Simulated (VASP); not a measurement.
Input for VASP

INCAR:
```
EDIFFG  =  -0.1
ISMEAR  =  0   ! Gaussian
SYSTEM  =  MoSi2
NSW  =  50   ! most ionic steps
LCHARG  =  .FALSE.
NELM  =  100
IBRION  =  2   ! conjugate gradients
LREAL  =  .FALSE.   ! projection in real space or not
ENCUT  =  300
ALGO  =  Normal
EDIFF  =  1E-6
SIGMA  =  0.1   ! width (eV)
LASPH  =  .TRUE.
LMAXMIX  =  4   ! l cut-off of mixed one-centre charges
GGA  =  PE   ! PBE
PREC  =  Accurate
LWAVE  =  .FALSE.
ISIF  =  2   ! forces and stress, cell fixed
```

**POSCAR**
```
MoSi2
1
   -1.5966540000     1.5966540000     3.9045900000
    1.5966540000    -1.5966540000     3.9045900000
    1.5966540000     1.5966540000    -3.9045900000
Si Mo
2 1
Direct
  0.6805370000   0.6687520000   0.0266290000
  0.3208640000   0.3546310000  -0.0097250000
 -0.0014000000  -0.0233830000  -0.0169040000
```

**KPOINTS**
```
kpoints
0
G
  10 10 10
```

POTCAR, in this order: Si Mo_sv (PBE.64 set). Program: vasp_std.

Question: Write an equivalent input for Ansatz.

Answer: One equivalent input (not run):
Ansatz 0.2 input:
```yaml
crystal:
  lattice:
    - [-1.5966540, 1.5966540, 3.9045900]
    - [1.5966540, -1.5966540, 3.9045900]
    - [1.5966540, 1.5966540, -3.9045900]
  atoms:
    - { symbol: Si, position: [0.6805370, 0.6687520, 0.0266290] }
    - { symbol: Si, position: [0.3208640, 0.3546310, -0.0097250] }
    - { symbol: Mo, position: [-0.0014000, -0.0233830, -0.0169040] }
kpoints:
  mp_grid: { grid: [10, 10, 10] }
hamiltonian:
  xc: pbe
  pseudopotentials: { kind: paw }
scf:
  occupations: { method: gaussian, width: 0.1 }
  max_iter: 100
relax:
  max_steps: 50
  f_tol: 0.1
output: { forces: true, stress: true, eigenvalues: true }
```
The two are equivalent in intent, not identical: each code has its own PAW files, so the cut-off isn't converted (ENCUT is set for VASP's; basis.ecutwfc is left out, and Ansatz then takes the one that its files recommend); Ansatz stops its SCF on the density residual and VASP on the energy change (EDIFF).

The structure is a typed MoSi2 crystal. In the starting cell atoms are displaced from their ideal sites. This run relaxes the ions in a fixed cell. The run is one of a series of settings (EDIFFG = -0.1, IBRION = 2, NSW = 50 against the base run), some of them coarse on purpose.
